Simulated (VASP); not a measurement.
OSZICAR of a VASP run on GaSb:

### OSZICAR
```
...
DAV:   2     0.379789773499E+02   -0.69243E+03   -0.67571E+03  1416   0.341E+02
DAV:   3    -0.425184276694E+02   -0.80497E+02   -0.78455E+02  1272   0.123E+02
DAV:   4    -0.476318147745E+02   -0.51134E+01   -0.50631E+01  1512   0.324E+01
DAV:   5    -0.478117231992E+02   -0.17991E+00   -0.17955E+00  1688   0.569E+00    0.757E+00
DAV:   6    -0.471645699001E+02    0.64715E+00   -0.88054E-01  1592   0.846E+00    0.434E+00
DAV:   7    -0.469427550943E+02    0.22181E+00   -0.77715E-01  1352   0.465E+00    0.728E-01
DAV:   8    -0.469427344022E+02    0.20692E-04   -0.12057E-01  1304   0.319E+00    0.320E-01
DAV:   9    -0.469458967022E+02   -0.31623E-02   -0.20195E-02  1536   0.149E+00    0.133E-01
DAV:  10    -0.469469701409E+02   -0.10734E-02   -0.25714E-03  1296   0.740E-01    0.614E-02
DAV:  11    -0.469477834178E+02   -0.81328E-03   -0.12096E-03  1384   0.253E-01    0.280E-02
DAV:  12    -0.469481789326E+02   -0.39551E-03   -0.65987E-04  1248   0.262E-01    0.184E-02
DAV:  13    -0.469484603448E+02   -0.28141E-03   -0.17328E-04  1272   0.265E-01    0.881E-03
DAV:  14    -0.469486635167E+02   -0.20317E-03   -0.10612E-04  1376   0.699E-02    0.608E-03
DAV:  15    -0.469487824051E+02   -0.11889E-03   -0.10029E-05   912   0.501E-02    0.357E-03
DAV:  16    -0.469488753161E+02   -0.92911E-04   -0.19900E-05   888   0.191E-02    0.209E-03
DAV:  17    -0.469489021652E+02   -0.26849E-04   -0.38356E-06   896   0.349E-02    0.124E-03
DAV:  18    -0.469489183697E+02   -0.16205E-04   -0.31306E-06   848   0.134E-02    0.865E-04
DAV:  19    -0.469489306964E+02   -0.12327E-04   -0.72290E-07   768   0.614E-03    0.593E-04
DAV:  20    -0.469489452155E+02   -0.14519E-04   -0.74600E-07   768   0.138E-02    0.475E-04
DAV:  21    -0.469489531923E+02   -0.79767E-05   -0.35750E-07   752   0.651E-03
   1 F= -.46948953E+02 E0= -.46948953E+02  d E =-.469490E+02
       N       E                     dE             d eps       ncg     rms          rms(c)
DAV:   1    -0.469512519641E+02   -0.23067E-02   -0.27221E-01  1216   0.206E+00    0.617E-02
DAV:   2    -0.469520853961E+02   -0.83343E-03   -0.87579E-03  1552   0.480E-01    0.264E-02
DAV:   3    -0.469521124295E+02   -0.27033E-04   -0.45474E-04  1624   0.132E-01    0.144E-02
DAV:   4    -0.469521120136E+02    0.41589E-06   -0.23002E-05   952   0.981E-02
   2 F= -.46952112E+02 E0= -.46952112E+02  d E =-.315882E-02
       N       E                     dE             d eps       ncg     rms          rms(c)
DAV:   1    -0.469530256080E+02   -0.91318E-03   -0.30990E-01  1216   0.220E+00    0.658E-02
DAV:   2    -0.469539754506E+02   -0.94984E-03   -0.99743E-03  1552   0.502E-01    0.289E-02
DAV:   3    -0.469540027543E+02   -0.27304E-04   -0.48199E-04  1608   0.130E-01    0.159E-02
DAV:   4    -0.469540025187E+02    0.23559E-06   -0.25161E-05  1056   0.943E-02
   3 F= -.46954003E+02 E0= -.46954003E+02  d E =-.504933E-02
       N       E                     dE             d eps       ncg     rms          rms(c)
DAV:   1    -0.469491738624E+02    0.48289E-02   -0.12362E+00  1200   0.439E+00    0.133E-01
DAV:   2    -0.469531350076E+02   -0.39611E-02   -0.41546E-02  1552   0.104E+00    0.575E-02
DAV:   3    -0.469532503138E+02   -0.11531E-03   -0.20198E-03  1624   0.265E-01    0.315E-02
DAV:   4    -0.469532478307E+02    0.24831E-05   -0.12028E-04  1480   0.188E-01    0.178E-02
DAV:   5    -0.469532506483E+02   -0.28176E-05   -0.33624E-05  1024   0.751E-02
   4 F= -.46953251E+02 E0= -.46953251E+02  d E =-.429746E-02
       N       E                     dE             d eps       ncg     rms          rms(c)
DAV:   1    -0.469526739498E+02    0.57388E-03   -0.54224E-01  1216   0.290E+00    0.859E-02
DAV:   2    -0.469543643810E+02   -0.16904E-02   -0.17804E-02  1536   0.712E-01    0.377E-02
DAV:   3    -0.469544278149E+02   -0.63434E-04   -0.10328E-03  1640   0.209E-01    0.208E-02
DAV:   4    -0.469544252128E+02    0.26020E-05   -0.61514E-05  1304   0.183E-01
   5 F= -.46954425E+02 E0= -.46954425E+02  d E =-.547202E-02
       N       E                     dE             d eps       ncg     rms          rms(c)
DAV:   1    -0.469550992167E+02   -0.67140E-03   -0.79300E-01  1240   0.342E+00    0.583E-02
DAV:   2    -0.469570521171E+02   -0.19529E-02   -0.19912E-02  1584   0.680E-01    0.265E-02
DAV:   3    -0.469571008130E+02   -0.48696E-04   -0.60140E-04  1656   0.133E-01    0.164E-02
DAV:   4    -0.469571006479E+02    0.16515E-06   -0.30565E-05   960   0.965E-02
   6 F= -.46957101E+02 E0= -.46957101E+02  d E =-.267544E-02
       N       E                     dE             d eps       ncg     rms          rms(c)
DAV:   1    -0.469544814875E+02    0.26193E-02   -0.19403E+00  1232   0.537E+00    0.952E-02
DAV:   2    -0.469596073431E+02   -0.51259E-02   -0.52129E-02  1584   0.110E+00    0.451E-02
DAV:   3    -0.469597184037E+02   -0.11106E-03   -0.14277E-03  1696   0.209E-01    0.278E-02
DAV:   4    -0.469597178914E+02    0.51233E-06   -0.82728E-05  1272   0.134E-01
   7 F= -.46959718E+02 E0= -.46959718E+02  d E =-.529268E-02
       N       E                     dE             d eps       ncg     rms          rms(c)
DAV:   1    -0.469352158963E+02    0.24503E-01   -0.77537E+00  1224   0.108E+01    0.198E-01
DAV:   2    -0.469588324022E+02   -0.23617E-01   -0.24096E-01  1552   0.241E+00    0.960E-02
DAV:   3    -0.469593184045E+02   -0.48600E-03   -0.68585E-03  1648   0.561E-01    0.587E-02
DAV:   4    -0.469593172467E+02    0.11578E-05   -0.53717E-04  1448   0.305E-01    0.334E-02
DAV:   5    -0.469593156340E+02    0.16127E-05   -0.19469E-04  1360   0.206E-01    0.854E-03
DAV:   6    -0.469593270732E+02   -0.11439E-04   -0.98707E-05  1232   0.531E-02    0.546E-03
DAV:   7    -0.469593283996E+02   -0.13264E-05   -0.58976E-06   728   0.169E-02
   8 F= -.46959328E+02 E0= -.46959328E+02  d E =-.490319E-02
       N       E                     dE             d eps       ncg     rms          rms(c)
DAV:   1    -0.469503194773E+02    0.90076E-02   -0.34849E+00  1224   0.719E+00    0.128E-01
DAV:   2    -0.469602250674E+02   -0.99056E-02   -0.10090E-01  1584   0.155E+00    0.601E-02
DAV:   3    -0.469604122966E+02   -0.18723E-03   -0.25292E-03  1696   0.310E-01    0.374E-02
DAV:   4    -0.469604108249E+02    0.14717E-05   -0.18990E-04  1416   0.183E-01    0.192E-02
DAV:   5    -0.469604119661E+02   -0.11412E-05   -0.61973E-05  1152   0.110E-01
   9 F= -.46960412E+02 E0= -.46960412E+02  d E =-.598675E-02
       N       E                     dE             d eps       ncg     rms          rms(c)
DAV:   1    -0.469581040424E+02    0.23068E-02   -0.86985E-01  1224   0.357E+00    0.610E-02
DAV:   2    -0.469602444549E+02   -0.21404E-02   -0.21774E-02  1584   0.709E-01    0.294E-02
DAV:   3    -0.469602961645E+02   -0.51710E-04   -0.66452E-04  1688   0.136E-01    0.183E-02
DAV:   4    -0.469602947999E+02    0.13645E-05   -0.31041E-05   968   0.993E-02
  10 F= -.46960295E+02 E0= -.46960295E+02  d E =-.586959E-02
       N       E                     dE             d eps       ncg     rms          rms(c)
DAV:   1    -0.469598054401E+02    0.49072E-03   -0.26735E-01  1232   0.198E+00    0.334E-02
DAV:   2    -0.469604476285E+02   -0.64219E-03   -0.65463E-03  1576   0.394E-01    0.158E-02
DAV:   3    -0.469604634654E+02   -0.15837E-04   -0.20920E-04  1600   0.944E-02    0.969E-03
DAV:   4    -0.469604636938E+02   -0.22839E-06   -0.15179E-05   800   0.639E-02
  11 F= -.46960464E+02 E0= -.46960464E+02  d E =-.603848E-02
       N       E                     dE             d eps       ncg     rms          rms(c)
DAV:   1    -0.469598112244E+02    0.65224E-03   -0.11951E+00  1248   0.417E+00    0.724E-02
DAV:   2    -0.469628753506E+02   -0.30641E-02   -0.31233E-02  1568   0.828E-01    0.332E-02
DAV:   3    -0.469629519076E+02   -0.76557E-04   -0.90951E-04  1824   0.136E-01    0.218E-02
DAV:   4    -0.469629500061E+02    0.19016E-05   -0.25181E-05   952   0.256E-02
  12 F= -.46962950E+02 E0= -.46962950E+02  d E =-.248631E-02
       N       E                     dE             d eps       ncg     rms          rms(c)
DAV:   1    -0.469594583196E+02    0.34936E-02   -0.18965E+00  1264   0.525E+00    0.924E-02
DAV:   2    -0.469645002611E+02   -0.50419E-02   -0.51354E-02  1560   0.106E+00    0.427E-02
DAV:   3    -0.469646191675E+02   -0.11891E-03   -0.14160E-03  1824   0.168E-01    0.280E-02
DAV:   4    -0.469646166433E+02    0.25241E-05   -0.45319E-05  1232   0.320E-02
  13 F= -.46964617E+02 E0= -.46964617E+02  d E =-.415295E-02
       N       E                     dE             d eps       ncg     rms          rms(c)
DAV:   1    -0.469640826413E+02    0.53653E-03   -0.30795E-01  1280   0.211E+00    0.373E-02
DAV:   2    -0.469648045637E+02   -0.72192E-03   -0.73604E-03  1568   0.393E-01    0.175E-02
DAV:   3    -0.469648249008E+02   -0.20337E-04   -0.22553E-04  1760   0.724E-02    0.108E-02
DAV:   4    -0.469648256364E+02   -0.73562E-06   -0.57668E-06   744   0.264E-02
  14 F= -.46964826E+02 E0= -.46964826E+02  d E =-.436194E-02
       N       E                     dE             d eps       ncg     rms          rms(c)
DAV:   1    -0.469648567077E+02   -0.31807E-04   -0.26458E-01  1264   0.201E+00    0.541E-02
DAV:   2    -0.469656225160E+02   -0.76581E-03   -0.79180E-03  1512   0.402E-01    0.209E-02
DAV:   3    -0.469656487111E+02   -0.26195E-04   -0.36101E-04  1760   0.928E-02    0.131E-02
DAV:   4    -0.469656484011E+02    0.31002E-06   -0.11552E-05   768   0.466E-02
  15 F= -.46965648E+02 E0= -.46965648E+02  d E =-.822765E-03
```

### Question
Which electronic solver shows in the log?

### Answer
It is blocked Davidson (ALGO = Normal, or the opening steps of other solvers). The INCAR had ALGO = Normal.

### Question
Can the final energy be trusted as converged?

### Answer
Self-consistency was reached. It stopped with EDIFF = 1E-5, NELM = 100, NSW = 120 and EDIFFG = -0.03 after 15 ionic steps (PBEsol GGA, plane waves, VASP's PBE PAW potentials (set 64)).

The cell is a thin slab with vacuum, built from GaSb (zinc blende): (110) face.
